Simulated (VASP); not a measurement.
OSZICAR of a VASP run on SnO2 (rutile):

OSZICAR:
```
       N       E                     dE             d eps       ncg     rms          rms(c)
DAV:   1     0.682182262511E+03    0.68218E+03   -0.26546E+04  1981   0.259E+03
DAV:   2     0.708079986685E+02   -0.61137E+03   -0.59311E+03  2134   0.691E+02
DAV:   3    -0.264839613048E+02   -0.97292E+02   -0.96241E+02  2161   0.228E+02
DAV:   4    -0.313867504063E+02   -0.49028E+01   -0.48811E+01  2169   0.569E+01
DAV:   5    -0.315444133605E+02   -0.15766E+00   -0.15759E+00  2357   0.104E+01    0.163E+01
DAV:   6    -0.246317788435E+02    0.69126E+01   -0.28804E+01  3040   0.755E+01    0.558E+00
DAV:   7    -0.247527826821E+02   -0.12100E+00   -0.23164E+00  2063   0.928E+00    0.317E+00
DAV:   8    -0.247292608618E+02    0.23522E-01   -0.35517E-01  2889   0.567E+00    0.846E-01
DAV:   9    -0.247113624360E+02    0.17898E-01   -0.10685E-01  2935   0.412E+00    0.155E-01
DAV:  10    -0.247119471389E+02   -0.58470E-03   -0.66124E-03  2789   0.809E-01    0.552E-02
DAV:  11    -0.247119856164E+02   -0.38477E-04   -0.55831E-04  2943   0.284E-01    0.235E-02
DAV:  12    -0.247119921314E+02   -0.65150E-05   -0.44004E-05  2239   0.551E-02    0.179E-02
DAV:  13    -0.247119872510E+02    0.48804E-05   -0.21579E-05  3010   0.575E-02    0.109E-03
DAV:  14    -0.247119874129E+02   -0.16194E-06   -0.19497E-06  2194   0.110E-02    0.583E-04
DAV:  15    -0.247119873979E+02    0.15003E-07   -0.59227E-08  1495   0.236E-03
   1 F= -.24711987E+02 E0= -.24711987E+02  d E =0.000000E+00
```

Which electronic solver shows in the log?

It is blocked Davidson (ALGO = Normal, or the opening steps of other solvers). The INCAR had ALGO = Normal.

Can the final energy be trusted as converged?

The run converged. It stopped with EDIFF = 1E-7, NELM = 100 (optB88-vdW, plane waves, VASP's PBE PAW potentials (set 64)).

The compound is SnO2 in the rutile structure. It was relaxed first.
